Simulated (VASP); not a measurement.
# LiMo (P-6m2) in VASP: settings compared, part 2 of 3

VASP 6.6.1. The steps go on from the part before.

## Step 3: Band structure, PW91

INCAR

```
  ALGO = Normal
  EDIFF = 1E-6
  ENCUT = 520
  GGA = 91
  ISIF = 2
  ISMEAR = -1
  LASPH = True
  LCHARG = False
  LMAXMIX = 4
  LREAL = False
  LWAVE = False
  NELM = 100
  PREC = Accurate
  SIGMA = 0.05
```

KPOINTS

```
k-points
0
Gamma
  11 11 6
```

POSCAR

```
LiMo
1.0
    2.6734600000      0.0000000000      0.0000000000
   -1.3367300000      2.3152800000      0.0000000000
    0.0000000000      0.0000000000      5.0047100000
Li Mo
1 1
Direct
    0.0000000000      0.0000000000      0.0000000000
    0.3333300000      0.6666700000      0.5000000000
```

KPOINTS_OPT

```
path GMKGALHA,LM,KH
10
line-mode
reciprocal
 0.0000000000  0.0000000000  0.0000000000  G
 0.5000000000  0.0000000000  0.0000000000  M

 0.5000000000  0.0000000000  0.0000000000  M
 0.3333333333  0.3333333333  0.0000000000  K

 0.3333333333  0.3333333333  0.0000000000  K
 0.0000000000  0.0000000000  0.0000000000  G

 0.0000000000  0.0000000000  0.0000000000  G
 0.0000000000  0.0000000000  0.5000000000  A

 0.0000000000  0.0000000000  0.5000000000  A
 0.5000000000  0.0000000000  0.5000000000  L

 0.5000000000  0.0000000000  0.5000000000  L
 0.3333333333  0.3333333333  0.5000000000  H

 0.3333333333  0.3333333333  0.5000000000  H
 0.0000000000  0.0000000000  0.5000000000  A

 0.5000000000  0.0000000000  0.5000000000  L
 0.5000000000  0.0000000000  0.0000000000  M

 0.3333333333  0.3333333333  0.0000000000  K
 0.3333333333  0.3333333333  0.5000000000  H
```

Potentials or basis: VASP PAW PBE potentials, release 64 (Li_sv, Mo_sv).

The run is started by

```bash
$ cat potpaw_PBE.64/Li_sv/POTCAR potpaw_PBE.64/Mo_sv/POTCAR > POTCAR
$ mpirun -np 1 vasp_std > vasp.out
```

OUTCAR:

```text
EDIFF = 1E-6
   ENCUT = 520
   GGA = 91
   ISIF = 2
   ISMEAR = -1
   LASPH = True
   LREAL = False
   NELM = 100
   PREC = Accurate

 ion  position               nearest neighbor table
   1  0.000  0.000  0.000-   2 2.94   2 2.94   2 2.94   2 2.94   2 2.94   2 2.94
   2  0.333  0.667  0.500-   1 2.94   1 2.94   1 2.94   1 2.94   1 2.94   1 2.94

  LATTYP: Found a hexagonal cell.
 ALAT       =     2.6734600000
 C/A-ratio  =     1.8719973368

  Lattice vectors:

 A1 = (   2.6734600000,   0.0000000000,   0.0000000000)
 A2 = (  -1.3367300000,   2.3152800000,   0.0000000000)
 A3 = (   0.0000000000,   0.0000000000,   5.0047100000)

Analysis of symmetry for initial positions (statically):
=====================================================================
 Subroutine PRICEL returns:
 Original cell was already a primitive cell.

 Routine SETGRP: Setting up the symmetry group for a
 hexagonal supercell.

 Subroutine GETGRP returns: Found  4 space group operations
 (whereof  4 operations were pure point group operations)
 out of a pool of 24 trial point group operations.

The static configuration has the point symmetry C_2v.

Analysis of symmetry for dynamics (positions and initial velocities):
=====================================================================
 Subroutine PRICEL returns:
 Original cell was already a primitive cell.

 Routine SETGRP: Setting up the symmetry group for a
 hexagonal supercell.

 Subroutine GETGRP returns: Found  4 space group operations
 (whereof  4 operations were pure point group operations)
 out of a pool of 24 trial point group operations.

The dynamic configuration has the point symmetry C_2v.

 Subroutine INISYM returns: Found  4 space group operations
 (whereof  4 operations are pure point group operations),
 and found     1 'primitive' translations

----------------------------------------------------------------------------------------

                                     Primitive cell

  volume of cell :      30.9782

  direct lattice vectors                    reciprocal lattice vectors
     2.673460000  0.000000000  0.000000000     0.374047115  0.215956601  0.000000000
    -1.336730000  2.315280000  0.000000000     0.000000000  0.431913203  0.000000000
     0.000000000  0.000000000  5.004710000     0.000000000  0.000000000  0.199811777

  length of vectors
     2.673460000  2.673456297  5.004710000     0.431912604  0.431913203  0.199811777

  position of ions in fractional coordinates (direct lattice)
     0.000000000  0.000000000  0.000000000
     0.333330000  0.666670000  0.500000000

  ion indices of the primitive-cell ions
   primitive index   ion index
                 1           1
                 2           2

----------------------------------------------------------------------------------------

 KPOINTS: k-points

Automatic generation of k-mesh.
 Grid dimensions read from file:
 generate k-points for:   11   11    6

 Generating k-lattice:

  Cartesian coordinates                     Fractional coordinates (reciprocal lattice)
     0.034004283  0.019632418  0.000000000     0.090909091  0.000000000  0.000000000
[... 38 lines left out ...]
  0.454545  0.090909  0.000000      4.000000
  0.454545  0.454545  0.000000      2.000000
 [... further k-points ...]
   k-points           NKPTS =    144   k-points in BZ     NKDIM =    144   number of bands    NBANDS=     12
   number of dos      NEDOS =    301   number of ions     NIONS =      2
   total plane-waves  NPLWV =  16000
   dimension x,y,z NGX =    20 NGY =   20 NGZ =   40
   dimension x,y,z NGXF=    40 NGYF=   40 NGZF=   80
   ions per type =               1   1
   NGX,Y,Z   is equivalent  to a cutoff of  12.44, 12.44, 13.29 a.u.
   NGXF,Y,Z  is equivalent  to a cutoff of  24.87, 24.87, 26.57 a.u.
 SYSTEM =  unknown system
   PREC   = accura    normal or accurate (medium, high low for compatibility)
   ISTART =      0    job   : 0-new  1-cont  2-samecut
   ICHARG =      2    charge: 1-file 2-atom 10-const
   ISPIN  =      1    spin polarized calculation?
   LNONCOLLINEAR =      F non collinear calculations
   LSORBIT =      F    spin-orbit coupling
   LASPH  =      T    aspherical Exc in radial PAW
   ENCUT  =  520.0 eV  38.22 Ry    6.18 a.u.   4.97  4.97  9.31*2*pi/ulx,y,z
   NELM   =    100;   NELMIN=  2; NELMDL= -5     # of ELM steps
   EDIFF  = 0.1E-05   stopping-criterion for ELM
   LREAL  =      F    real-space projection
   EDIFFG = 0.1E-04   stopping-criterion for IOM
   NSW    =      0    number of steps for IOM
   IBRION =     -1    ionic relax: 0-MD 1-quasi-New 2-CG
   NFREE  =      0    steps in history (QN), initial steepest desc. (CG)
   ISIF   =      2    stress and relaxation
   ISYM   =      2    0-nonsym 1-usesym 2-fastsym
   POTIM  = 0.5000    time-step for ionic-motion
   TEBEG  =    0.0;   TEEND  =   0.0 temperature during run
   PSTRESS=    0.0 pullay stress
   NELECT =      17.0000    total number of electrons
   NUPDOWN=      -1.0000    fix difference up-down
   EMIN   =  10.00;   EMAX   =-10.00  energy-range for DOS
   EFERMI =   0.00;   METHOD = LEGACY
   ISMEAR =    -1;   SIGMA  =   0.05  broadening in eV -4-tet -1-fermi 0-gaus
   EFERMI_NEDOS =   21; number of points for ismear=-14 and -15
   IALGO  =     38    algorithm
   IMIX   =      4    mixing-type and parameters
     AMIX     =   0.40;   BMIX     =  1.00
     AMIX_MAG =   1.60;   BMIX_MAG =  1.00
  volume/ion in A,a.u.               =      15.49       104.53
  Fermi-wavevector in a.u.,A,eV,Ry     =   1.340312  2.532822 24.441983  1.796435
  Thomas-Fermi vector in A             =   2.468634
   LORBIT       =      0    0 simple, 1 ext, 2 COOP (PROOUT), +10 PAW based schemes
   GGA     = 91    functional components
   LHFCALC =     F    Hartree Fock is set to
   AEXX    =    0.0000 exact exchange contribution
   IVDW    =     0    specifies the selected vdW correction
   LEPSILON=     F    determine dielectric tensor
   LRPA    =     F    only Hartree local field effects (RPA)
 non-spin polarized calculation
  energy-cutoff  :      520.00
  volume of cell :       30.98
 maximum number of plane-waves:       854
   NGX =  9   NGY =  9   NGZ = 19

 number of electron      17.0000012 magnetization

 Free energy of the ion-electron system (eV)
  ---------------------------------------------------
  ext. energy  EPLUGINS =         0.00000000
  ---------------------------------------------------
  free energy    TOTEN  =       -11.93412645 eV

  energy without entropy =      -11.91430295  energy(sigma->0) =      -11.92421470

 E-fermi :   6.5265     XC(G=0): -10.6911

 val. band max:        6.4967116037   @ k =   0.2727   0.2727   0.1667
 cond. band min:       6.5351993591   @ k =   0.3636   0.3636   0.0000
 fundamental gap:      0.0384877554
 Fermi energy:         6.5264623757

 k-point     1 :       0.0000    0.0000    0.0000
  band No.  band energies     occupation
      1     -54.0367      2.00000
      2     -38.9392      2.00000
      3     -28.2772      2.00000
      4     -27.2928      2.00000
      5     -27.2928      2.00000
      6       1.1346      2.00000
      7       3.3514      2.00000
      8       6.2446      1.99290
      9       6.2447      1.99289
     10       6.3066      1.97569
     11       9.5051      0.00000
     12       9.5051      0.00000
[... 331 lines left out ...]
 k-point    24 :       0.4545    0.4545    0.0000
  band No.  band energies     occupation
      1     -53.7434      2.00000
      2     -38.8854      2.00000
      3     -28.8771      2.00000
      4     -28.0090      2.00000
      5     -27.7585      2.00000
      6       2.6610      2.00000
      7       3.7094      2.00000
      8       5.9119      1.99999
      9       7.8418      0.00000
     10       8.4379      0.00000
     11      11.2232      0.00000
     12      12.9291      0.00000

 [... further k-points ...]

------------------------ aborting loop because EDIFF is reached ----------------------------------------

  FORCE on cell =-STRESS in cart. coord.  units (eV):
  Direction    XX          YY          ZZ          XY          YZ          ZX
  --------------------------------------------------------------------------------------
  -------------------------------------------------------------------------------------
  Total        0.3590374      0.3589440      0.0343401     -0.0000797      0.0000000      0.0000000
  in kB       18.5692400     18.5644115      1.7760514     -0.0041222      0.0000000      0.0000000
  external PRESSURE =      12.9699010 kB  Pullay stress =       0.0000000 kB

 VOLUME and BASIS-vectors are now :
 -----------------------------------------------------------------------------
  energy-cutoff  :      520.00
  volume of cell :       30.98
      direct lattice vectors                 reciprocal lattice vectors
     2.673460000  0.000000000  0.000000000     0.374047115  0.215956601  0.000000000
    -1.336730000  2.315280000  0.000000000     0.000000000  0.431913203  0.000000000
     0.000000000  0.000000000  5.004710000     0.000000000  0.000000000  0.199811777

 POSITION                                       TOTAL-FORCE (eV/Angst)
 -----------------------------------------------------------------------------------
      0.00000      0.00000      0.00000        -0.000006      0.000004      0.000000
     -0.00001      1.54353      2.50236         0.000006     -0.000004      0.000000
 -----------------------------------------------------------------------------------
    total drift:                                0.000000     -0.000002      0.000000

  FREE ENERGIE OF THE ION-ELECTRON SYSTEM (eV)
  ---------------------------------------------------
  free  energy   TOTEN  =       -11.9341264547 eV

  energy  without entropy=      -11.9143029506  energy(sigma->0) =      -11.92421470
```

Run time: 22 s. Hardware: 1 thread of Intel Xeon 6975P-C (Granite Rapids), shared host; peak memory 0.22 GiB.

Results:

| Item | Value |
| --- | --- |
| Free energy | -11.9341 eV |
| Band gap along the path | none (metal or under the smearing width) |

Levels at the corners of the path, in eV from the Fermi level:
```tsv
point	band 5	band 6	band 7	band 8	band 9	band 10	band 11	band 12
Γ	-33.82	-5.39	-3.17	-0.28	-0.28	-0.22	2.98	2.98
M	-34.20	-4.22	-2.94	-0.71	1.83	2.29	5.28	5.79
M	-34.20	-4.22	-2.94	-0.71	1.83	2.29	5.28	5.79
K	-34.51	-1.50	-1.29	-0.92	-0.85	0.07	4.25	6.02
K	-34.51	-1.50	-1.29	-0.92	-0.85	0.07	4.25	6.02
Γ	-33.82	-5.39	-3.17	-0.28	-0.28	-0.22	2.98	2.98
Γ	-33.82	-5.39	-3.17	-0.28	-0.28	-0.22	2.98	2.98
A	-33.82	-5.12	-2.33	-2.23	-0.28	-0.28	2.96	2.96
A	-33.82	-5.12	-2.33	-2.23	-0.28	-0.28	2.96	2.96
L	-34.20	-4.20	-3.06	0.73	1.72	1.77	3.11	5.28
L	-34.20	-4.20	-3.06	0.73	1.72	1.77	3.11	5.28
H	-34.51	-1.66	-1.41	-0.91	-0.77	1.10	3.62	5.69
H	-34.51	-1.66	-1.41	-0.91	-0.77	1.10	3.62	5.69
A	-33.82	-5.12	-2.33	-2.23	-0.28	-0.28	2.96	2.96
L	-34.20	-4.20	-3.06	0.73	1.72	1.77	3.11	5.28
M	-34.20	-4.22	-2.94	-0.71	1.83	2.29	5.28	5.79
K	-34.51	-1.50	-1.29	-0.92	-0.85	0.07	4.25	6.02
H	-34.51	-1.66	-1.41	-0.91	-0.77	1.10	3.62	5.69
```

Caveat: the cutoff is under 1.25 times the usual one of these potentials, so pressure, stress and relaxed cells hold a basis-set (Pulay) error; the PAW data sets were made with another functional, which shifts forces and pressure a little.

## Step 4: Band structure, r2SCAN

INCAR, as its differences from that of step 3:

```diff
@@ -3,3 +3,2 @@
   ENCUT = 520
-  GGA = 91
   ISIF = 2
@@ -9,4 +8,6 @@
   LMAXMIX = 4
+  LMIXTAU = True
   LREAL = False
   LWAVE = False
+  METAGGA = R2SCAN
   NELM = 100
```

KPOINTS is that of step 3.

POSCAR is that of step 3.

KPOINTS_OPT is that of step 3.

The run is started by

```bash
$ cat potpaw_PBE.64/Li_sv/POTCAR potpaw_PBE.64/Mo_sv/POTCAR > POTCAR
$ mpirun -np 1 vasp_std > vasp.out
```

Run time: 2.2 min. Hardware: 1 thread of Intel Xeon 6975P-C (Granite Rapids), shared host; peak memory 0.22 GiB.

It converged, with:

- Free energy: -27.4721 eV
- Band gap along the path: none (metal or under the smearing width)

Levels at the corners of the path, in eV from the Fermi level:
| point | band 5 | band 6 | band 7 | band 8 | band 9 | band 10 | band 11 | band 12 |
| --- | --- | --- | --- | --- | --- | --- | --- | --- |
| Γ | -35.00 | -5.77 | -3.37 | -0.36 | -0.24 | -0.24 | 3.29 | 3.29 |
| M | -35.40 | -4.45 | -3.01 | -0.74 | 2.08 | 2.38 | 5.54 | 6.19 |
| M | -35.40 | -4.45 | -3.01 | -0.74 | 2.08 | 2.38 | 5.54 | 6.19 |
| K | -35.70 | -1.47 | -1.26 | -1.01 | -0.93 | 0.08 | 4.62 | 6.42 |
| K | -35.70 | -1.47 | -1.26 | -1.01 | -0.93 | 0.08 | 4.62 | 6.42 |
| Γ | -35.00 | -5.77 | -3.37 | -0.36 | -0.24 | -0.24 | 3.29 | 3.29 |
| Γ | -35.00 | -5.77 | -3.37 | -0.36 | -0.24 | -0.24 | 3.29 | 3.29 |
| A | -35.00 | -5.48 | -2.50 | -2.39 | -0.24 | -0.24 | 3.27 | 3.27 |
| A | -35.00 | -5.48 | -2.50 | -2.39 | -0.24 | -0.24 | 3.27 | 3.27 |
| L | -35.40 | -4.43 | -3.14 | 0.76 | 1.89 | 2.03 | 3.18 | 5.54 |
| L | -35.40 | -4.43 | -3.14 | 0.76 | 1.89 | 2.03 | 3.18 | 5.54 |
| H | -35.70 | -1.66 | -1.37 | -0.99 | -0.84 | 1.16 | 3.91 | 6.22 |
| H | -35.70 | -1.66 | -1.37 | -0.99 | -0.84 | 1.16 | 3.91 | 6.22 |
| A | -35.00 | -5.48 | -2.50 | -2.39 | -0.24 | -0.24 | 3.27 | 3.27 |
| L | -35.40 | -4.43 | -3.14 | 0.76 | 1.89 | 2.03 | 3.18 | 5.54 |
| M | -35.40 | -4.45 | -3.01 | -0.74 | 2.08 | 2.38 | 5.54 | 6.19 |
| K | -35.70 | -1.47 | -1.26 | -1.01 | -0.93 | 0.08 | 4.62 | 6.42 |
| H | -35.70 | -1.66 | -1.37 | -0.99 | -0.84 | 1.16 | 3.91 | 6.22 |

Caveat: the cutoff is under 1.25 times the usual one of these potentials, so pressure, stress and relaxed cells hold a basis-set (Pulay) error; the PAW data sets were made with another functional, which shifts forces and pressure a little.

## Step 5: Band structure, SCAN

INCAR, as its differences from that of step 4:

```diff
@@ -11,3 +11,3 @@
   LWAVE = False
-  METAGGA = R2SCAN
+  METAGGA = SCAN
   NELM = 100
```

KPOINTS is that of step 4.

POSCAR is that of step 4.

KPOINTS_OPT is that of step 4.

The run is started by

```bash
$ cat potpaw_PBE.64/Li_sv/POTCAR potpaw_PBE.64/Mo_sv/POTCAR > POTCAR
$ mpirun -np 1 vasp_std > vasp.out
```

It took 2.9 min on 1 thread of Intel Xeon 6975P-C (Granite Rapids), shared host; peak memory 0.23 GiB.

Results (log left out):

- Free energy: -36.3065 eV
- Band gap along the path: none (metal or under the smearing width)

Levels at the corners of the path, in eV from the Fermi level:
| point | band 6 | band 7 | band 8 | band 9 | band 10 | band 11 | band 12 |
| --- | --- | --- | --- | --- | --- | --- | --- |
| Γ | -5.79 | -3.36 | -0.23 | -0.23 | -0.20 | 3.38 | 3.38 |
| M | -4.46 | -2.92 | -0.73 | 2.15 | 2.38 | 5.70 | 6.11 |
| M | -4.46 | -2.92 | -0.73 | 2.15 | 2.38 | 5.70 | 6.11 |
| K | -1.40 | -1.18 | -0.98 | -0.90 | 0.08 | 4.57 | 6.38 |
| K | -1.40 | -1.18 | -0.98 | -0.90 | 0.08 | 4.57 | 6.38 |
| Γ | -5.79 | -3.36 | -0.23 | -0.23 | -0.20 | 3.38 | 3.38 |
| Γ | -5.79 | -3.36 | -0.23 | -0.23 | -0.20 | 3.38 | 3.38 |
| A | -5.55 | -2.40 | -2.33 | -0.23 | -0.23 | 3.37 | 3.37 |
| A | -5.55 | -2.40 | -2.33 | -0.23 | -0.23 | 3.37 | 3.37 |
| L | -4.45 | -3.05 | 0.76 | 1.87 | 2.09 | 3.18 | 5.70 |
| L | -4.45 | -3.05 | 0.76 | 1.87 | 2.09 | 3.18 | 5.70 |
| H | -1.57 | -1.30 | -0.96 | -0.82 | 1.16 | 3.86 | 6.11 |
| H | -1.57 | -1.30 | -0.96 | -0.82 | 1.16 | 3.86 | 6.11 |
| A | -5.55 | -2.40 | -2.33 | -0.23 | -0.23 | 3.37 | 3.37 |
| L | -4.45 | -3.05 | 0.76 | 1.87 | 2.09 | 3.18 | 5.70 |
| M | -4.46 | -2.92 | -0.73 | 2.15 | 2.38 | 5.70 | 6.11 |
| K | -1.40 | -1.18 | -0.98 | -0.90 | 0.08 | 4.57 | 6.38 |
| H | -1.57 | -1.30 | -0.96 | -0.82 | 1.16 | 3.86 | 6.11 |

Caveat: the cutoff is under 1.25 times the usual one of these potentials, so pressure, stress and relaxed cells hold a basis-set (Pulay) error; the PAW data sets were made with another functional, which shifts forces and pressure a little.

(Part 2 of 3 ends here.)
